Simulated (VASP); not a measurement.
These are r2SCAN meta-GGA with spin-orbit coupling, VASP's PBE PAW potentials (set 64) (plane waves; VASP 6.6.1) values and carry that method's errors.

Input for VASP

### KPOINTS
```
Automatic mesh
0
G
8 8 11
```

### INCAR
```
SYSTEM = Si2Ni
NELM = 100
LSORBIT = .TRUE.
LCHARG = .FALSE.
ENCUT = 400   ! plane-wave cut-off (eV)
SIGMA = 0.05
METAGGA = R2SCAN
GGA_COMPAT = .FALSE.
ALGO = Normal   ! blocked Davidson
LWAVE = .FALSE.
MAGMOM = 9*0
LMIXTAU = .TRUE.
EDIFF = 1E-6
LREAL = .FALSE.   ! projection in real space or not
LMAXMIX = 4
ISMEAR = 0   ! Gaussian
PREC = Accurate
LASPH = .TRUE.   ! aspherical one-centre terms
```

POSCAR:
```
Si2Ni
4.2179490
  0.9999999032   0.0000000000   0.0000000000
 -0.4999999516   0.8660252384   0.0000000000
  0.0000000000   0.0000000000   0.5876999853
Ni Si
1 2
Cart
  0.0000000000   0.0000000000   0.0000000000
 -0.0000005000   0.5773504476   0.2938499927
  0.5000004516   0.2886747908   0.2938499927
```

KPOINTS_OPT:
```
k-points along high-symmetry lines
5
Line-mode
Reciprocal
  0.000000   0.000000   0.000000 ! GAMMA
  0.500000   0.000000   0.000000 ! M

  0.500000   0.000000   0.000000 ! M
  0.333333   0.333333   0.000000 ! K

  0.333333   0.333333   0.000000 ! K
  0.000000   0.000000   0.000000 ! GAMMA

  0.000000   0.000000   0.000000 ! GAMMA
  0.000000   0.000000   0.500000 ! A

  0.000000   0.000000   0.500000 ! A
  0.500000   0.000000   0.500000 ! L

  0.500000   0.000000   0.500000 ! L
  0.333333   0.333333   0.500000 ! H

  0.333333   0.333333   0.500000 ! H
  0.000000   0.000000   0.500000 ! A

  0.500000   0.000000   0.500000 ! L
  0.500000   0.000000   0.000000 ! M

  0.333333   0.333333   0.500000 ! H
  0.333333   0.333333   0.000000 ! K
```

POTCAR, in this order: Ni Si (PBE.64 set). Program: vasp_ncl.

Output of the run:

File OUTCAR:
```
 ion  position               nearest neighbor table
   1  0.000  0.000  0.000-   2 2.73   3 2.73   2 2.73   3 2.73   2 2.73   2 2.73   3 2.73   3 2.73
                             3 2.73   3 2.73   2 2.73   2 2.73
   2  0.333  0.667  0.500-   3 2.44   3 2.44   3 2.44   1 2.73   1 2.73   1 2.73   1 2.73   1 2.73
                             1 2.73
   3  0.667  0.333  0.500-   2 2.44   2 2.44   2 2.44   1 2.73   1 2.73   1 2.73   1 2.73   1 2.73
                             1 2.73
  LATTYP: Found a hexagonal cell.
 ALAT       =     4.2179485915
 C/A-ratio  =     0.5877000423
 Subroutine PRICEL returns:
 Original cell was already a primitive cell.
 Subroutine GETGRP returns: Found 24 space group operations
The static configuration has the point symmetry D_6h.
The dynamic configuration has the point symmetry D_6h.
The overall configuration has the point symmetry D_6h.
 Subroutine INISYM returns: Found 24 space group operations
 Subroutine IBZKPT returns following result:
 Found     60 irreducible k-points:

 Following reciprocal coordinates:
            Coordinates               Weight
  0.000000  0.000000  0.000000      1.000000
  0.125000  0.000000  0.000000      6.000000
  0.250000  0.000000  0.000000      6.000000
  0.375000  0.000000  0.000000      6.000000
  0.500000  0.000000  0.000000      3.000000
  0.125000  0.125000  0.000000      6.000000
  0.250000  0.125000  0.000000     12.000000
  0.375000  0.125000  0.000000     12.000000
  0.250000  0.250000  0.000000      6.000000
  0.375000  0.250000  0.000000      6.000000
  0.000000  0.000000  0.090909      2.000000
  0.125000  0.000000  0.090909     12.000000
  0.250000  0.000000  0.090909     12.000000
  0.375000  0.000000  0.090909     12.000000
  0.500000  0.000000  0.090909      6.000000
  0.125000  0.125000  0.090909     12.000000
  0.250000  0.125000  0.090909     24.000000
  0.375000  0.125000  0.090909     24.000000
  0.250000  0.250000  0.090909     12.000000
  0.375000  0.250000  0.090909     12.000000
  0.000000  0.000000  0.181818      2.000000
  0.125000  0.000000  0.181818     12.000000
  0.250000  0.000000  0.181818     12.000000
  0.375000  0.000000  0.181818     12.000000
  0.500000  0.000000  0.181818      6.000000
  0.125000  0.125000  0.181818     12.000000
  0.250000  0.125000  0.181818     24.000000
  0.375000  0.125000  0.181818     24.000000
  0.250000  0.250000  0.181818     12.000000
  0.375000  0.250000  0.181818     12.000000
  0.000000  0.000000  0.272727      2.000000
  0.125000  0.000000  0.272727     12.000000
  0.250000  0.000000  0.272727     12.000000
  0.375000  0.000000  0.272727     12.000000
  0.500000  0.000000  0.272727      6.000000
  0.125000  0.125000  0.272727     12.000000
  0.250000  0.125000  0.272727     24.000000
  0.375000  0.125000  0.272727     24.000000
  0.250000  0.250000  0.272727     12.000000
  0.375000  0.250000  0.272727     12.000000
   k-points           NKPTS =     60   k-points in BZ     NKDIM =     60   number of bands    NBANDS=     26
   number of dos      NEDOS =    301   number of ions     NIONS =      3
   total plane-waves  NPLWV =  12544
   dimension x,y,z NGX =    28 NGY =   28 NGZ =   16
   dimension x,y,z NGXF=    56 NGYF=   56 NGZF=   32
   ions per type =               1   2
   PREC   = accura    normal or accurate (medium, high low for compatibility)
   ISTART =      0    job   : 0-new  1-cont  2-samecut
   ICHARG =      2    charge: 1-file 2-atom 10-const
   ISPIN  =      1    spin polarized calculation?
   LNONCOLLINEAR =      T non collinear calculations
   LSORBIT =      T    spin-orbit coupling
   INIWAV =      1    electr: 0-lowe 1-rand  2-diag
...
```

OSZICAR:
```
       N       E                     dE             d eps       ncg     rms          rms(c)
DAV:   1     0.720282632306E+02    0.72028E+02   -0.65764E+03  3128   0.121E+03
DAV:   2    -0.260060054509E+02   -0.98034E+02   -0.93662E+02  3162   0.277E+02
DAV:   3    -0.319562077785E+02   -0.59502E+01   -0.56276E+01  3898   0.768E+01
DAV:   4    -0.321512033774E+02   -0.19500E+00   -0.19150E+00  3738   0.126E+01
DAV:   5    -0.321572423486E+02   -0.60390E-02   -0.60311E-02  3886   0.239E+00    0.149E+01
DAV:   6    -0.369502146005E+02   -0.47930E+01   -0.58801E+01  3392   0.178E+02    0.300E+01
DAV:   7    -0.290087068431E+02    0.79415E+01   -0.15032E+01  3750   0.116E+02    0.867E+00
DAV:   8    -0.283745856141E+02    0.63412E+00   -0.39835E+00  4448   0.401E+01    0.331E+00
DAV:   9    -0.283980509675E+02   -0.23465E-01   -0.40803E-01  3302   0.610E+00    0.147E+00
DAV:  10    -0.283964653829E+02    0.15856E-02   -0.12920E-01  3698   0.714E+00    0.423E-01
DAV:  11    -0.284005740071E+02   -0.41086E-02   -0.87266E-03  3362   0.137E+00    0.235E-01
DAV:  12    -0.284008296928E+02   -0.25569E-03   -0.10184E-03  3900   0.373E-01    0.655E-02
DAV:  13    -0.284008783495E+02   -0.48657E-04   -0.23393E-04  3538   0.220E-01    0.360E-02
DAV:  14    -0.284008969471E+02   -0.18598E-04   -0.10410E-04  3272   0.169E-01    0.158E-02
DAV:  15    -0.284009143277E+02   -0.17381E-04   -0.38002E-05  3578   0.111E-01    0.782E-03
DAV:  16    -0.284009139560E+02    0.37168E-06   -0.38855E-06  3436   0.392E-02
   1 F= -.28400914E+02 E0= -.28399819E+02  d E =-.219007E-02  mag=     0.0000    -0.0000    -0.0000
       N       E                     dE             ncg
```

### OUTCAR
```
------------------------ aborting loop because EDIFF is reached ----------------------------------------
  FORCE on cell =-STRESS in cart. coord.  units (eV):
  Direction    XX          YY          ZZ          XY          YZ          ZX
  --------------------------------------------------------------------------------------
  Total        0.0193988      0.0193988     -0.0609357     -0.0000000      0.0000000      0.0000000
  in kB        0.8137596      0.8137595     -2.5561841     -0.0000000      0.0000000      0.0000000
  external PRESSURE =      -0.3095550 kB  Pullay stress =       0.0000000 kB
  volume of cell :       38.19
      direct lattice vectors                 reciprocal lattice vectors
     4.217948591  0.000000000  0.000000000     0.237082074  0.136879412  0.000000000
    -2.108974296  3.652850288  0.000000000     0.000000000  0.273758824  0.000000000
     0.000000000  0.000000000  2.478888566     0.000000000  0.000000000  0.403406597
 POSITION                                       TOTAL-FORCE (eV/Angst)
 -----------------------------------------------------------------------------------
      0.00000      0.00000      0.00000        -0.000000      0.000000     -0.000000
     -0.00000      2.43523      1.23944         0.000000      0.000000     -0.000000
      2.10898      1.21762      1.23944        -0.000000      0.000000      0.000000
 -----------------------------------------------------------------------------------
    total drift:                               -0.000000      0.000000      0.000000
  FREE ENERGIE OF THE ION-ELECTRON SYSTEM (eV)
  ---------------------------------------------------
  free  energy   TOTEN  =       -28.4009139560 eV

  energy  without entropy=      -28.3987238882  energy(sigma->0) =      -28.39981892

 Ion:    1  E_soc:     -0.0183252

 Ion:    2  E_soc:     -0.0000839

 Ion:    3  E_soc:     -0.0000839
```
(Selected blocks of OUTCAR.)

OUTCAR:
```
 val. band max:       10.4621518329   @ k =   0.1250   0.1250   0.2727

 cond. band min:      10.5075837992   @ k =   0.2500   0.0000   0.4545


 Fermi energy:        10.4781556606

 k-point     1 :       0.0000    0.0000    0.0000
  band No.  band energies     occupation
      1      -4.2521      1.00000
      2      -4.2521      1.00000
      3       4.8504      1.00000
      4       4.8504      1.00000
      5       4.8630      1.00000
      6       4.8630      1.00000
      7       5.7911      1.00000
      8       5.7911      1.00000
      9       7.1712      1.00000
     10       7.1712      1.00000
     11       8.5657      1.00000
     12       8.5657      1.00000
     13       8.6241      1.00000
     14       8.6241      1.00000
     15       9.4015      1.00000
     16       9.4015      1.00000
     17       9.4856      1.00000
     18       9.4856      1.00000
     19      10.2883      1.00000
     20      10.2883      1.00000
     21      10.4325      0.90146
     22      10.4325      0.90146
     23      13.4301      0.00000
     24      13.4301      0.00000
     25      18.8976      0.00000
     26      18.8976      0.00000

 k-point     2 :       0.1250    0.0000    0.0000
  band No.  band energies     occupation
      1      -4.0816      1.00000
      2      -4.0816      1.00000
      3       3.4314      1.00000
      4       3.4314      1.00000
      5       4.7474      1.00000
      6       4.7474      1.00000
      7       6.7581      1.00000
      8       6.7581      1.00000
      9       7.2410      1.00000
     10       7.2410      1.00000
     11       8.2450      1.00000
     12       8.2450      1.00000
     13       8.4483      1.00000
     14       8.4483      1.00000
     15       9.3972      1.00000
     16       9.3972      1.00000
     17       9.4877      1.00000
     18       9.4877      1.00000
     19      10.8219      0.00000
     20      10.8219      0.00000
     21      10.9627      0.00000
     22      10.9627      0.00000
...
```

The structure was generated: Si2Ni was put into the AlB2 type (P6/mmm), which need not be its known phase. It was relaxed first, which changed the volume by -48 %.
